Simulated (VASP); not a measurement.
**AlN (relaxed from the zinc blende structure, space group F-43m): computed properties**

Level of theory: r2SCAN meta-GGA, VASP's PBE PAW potentials (set 64) (plane waves; VASP).

```yaml
space_group: F-43m (216)
cell: a = 4.3675 Å, b = 4.3675 Å, c = 4.3675 Å, α = 90.00°, β = 90.00°, γ = 90.00°
volume_per_atom: 10.41 Å^3/atom
band gap (over mesh and band path): 3.94 eV
smallest direct gap (over mesh and band path): 4.90 eV
band_edge_character: indirect, Γ to X
density: 3.27 g/cm³
```

```cif
data_AlN
_chemical_formula_sum 'Al1 N1'
_space_group_name_H-M_alt 'P 1'
_space_group_IT_number 1
_cell_length_a 3.08829
_cell_length_b 3.08829
_cell_length_c 3.08829
_cell_angle_alpha 60.000
_cell_angle_beta 60.000
_cell_angle_gamma 60.000
loop_
_space_group_symop_operation_xyz
  'x, y, z'
loop_
_atom_site_label
_atom_site_type_symbol
_atom_site_fract_x
_atom_site_fract_y
_atom_site_fract_z
_atom_site_occupancy
Al1 Al 0.00000 0.00000 0.00000 1
N1 N 0.25000 0.25000 0.25000 1
```

The structure was generated: AlN was put into the zinc blende type (F-43m), which need not be its known phase. It was relaxed first. Symmetry was kept, so distortions that lower it aren't found.
